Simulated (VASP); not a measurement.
Runs of VASP 6.6.1 on Ag. The structure is cubic, space group Fm-3m (No. 225). Conventional cell: a = 4.135 Å, b = 4.135 Å, c = 4.135 Å, α = 90.00°, β = 90.00°, γ = 90.00°. Ag (site symmetry m-3m) is surrounded by 12 Ag at 2.92 Å. 

| task | level | potentials or basis | cell | k mesh | cutoff (eV) | mesh quality | gap on the mesh (eV) | pressure (GPa) | relaxed volume (Å³/atom) |
| --- | --- | --- | --- | --- | --- | --- | --- | --- | --- |
| relaxation of cell and atoms | PBEsol | VASP PAW PBE potentials, release 64 (Ag) | relaxed | 18 × 18 × 18 | 600 | not flagged | none | 0.0 | 16.64 |
| relaxation of cell and atoms | LDA | VASP PAW LDA potentials, release 64 (Ag) | relaxed | 18 × 18 × 18 | 600 | not flagged | none | 0.0 | (b) |
| relaxation of cell and atoms | PBEsol | VASP PAW PBE potentials, release 64 (Ag) | relaxed | 18 × 18 × 18 | 480 | not flagged | none | 0.0 | 16.64 |
| relaxation of cell and atoms | PBE | VASP PAW PBE potentials, release 64 (Ag) | relaxed | 18 × 18 × 18 | 600 | not flagged | none | 0.0 | 17.81 |
| relaxation of cell and atoms | PBEsol | VASP PAW PBE potentials, release 64 (Ag) | relaxed | 18 × 18 × 18 | 580 | not flagged | none | 0.0 | 16.63 |
| single point | PBEsol | VASP PAW PBE potentials, release 64 (Ag) | as given | 18 × 18 × 18 | 520 | not flagged | none | (a) | - |
| relaxation of cell and atoms | PBEsol | VASP PAW PBE potentials, release 64 (Ag) | relaxed | 6 × 6 × 6 | 600 | coarse | none | 0.0 | 16.75 |
| relaxation of cell and atoms | PBE+D3(BJ) | VASP PAW PBE potentials, release 64 (Ag) | relaxed | 18 × 18 × 18 | 600 | not flagged | none | 0.0 | 16.87 |
| relaxation of cell and atoms | PBEsol | VASP PAW PBE potentials, release 64 (Ag) | relaxed | 18 × 18 × 18 | 300 | not flagged | none | 0.0 | 16.57 |
| relaxation of cell and atoms | RPBE | VASP PAW PBE potentials, release 64 (Ag) | relaxed | 18 × 18 × 18 | 600 | not flagged | none | 0.0 | 18.64 |

Alike in all rows: no spin polarisation; smearing gaussian 0.1 eV.

**Question.** Estimate the missing entries.

**Answer.** (a) -6.1; (b) 16.04.

Caveats: some runs use coarse meshes; the PAW data sets were made with another functional, which shifts forces and pressure a little (some runs); pairwise dispersion overbinds metals, which lowers pressure and volume (some runs); the cutoff is under 1.25 times the usual one of these potentials, so pressure, stress and relaxed cells hold a basis-set (Pulay) error (some runs).

A k mesh can miss the band edges, and the runs leave out spin-orbit coupling on Ag.

A gap of «none» marks a metal or a gap under the smearing width.
